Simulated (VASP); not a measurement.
```
BaSn2
1.0
    4.70848     0.00000     0.00000
   -2.35424     4.07766     0.00000
    0.00000     0.00000     5.39454
Ba Sn
1 2
Cartesian
  4.70848   0.00000   2.69727
  2.35424   1.35922   4.84107
  0.00000   2.71844   0.55347
```

Computed with PBEsol GGA, VASP's PBE PAW potentials (set 64) (plane waves; VASP 6.6.1). Settings: 400 eV cut-off, 6×6×5 Γ-centred mesh, tetrahedra with Blöchl corrections, potentials Ba_sv Sn_d.

The cores are frozen, which limits the accuracy of field gradients.

Give the principal components of the electric field gradient (V/Å²) and the asymmetry η at each nucleus.

```
atom    Vxx    Vyy    Vzz     η
----  -----  -----  -----  ----
Ba1   -21.2  -21.2   42.5  0.00
Sn2    32.3   32.3  -64.7  0.00
Sn3    32.3   32.3  -64.7  0.00
```

The structure comes from a computed database's BaSn2 entry (P-3m1); how it stands against other phases isn't given here. It was relaxed first.
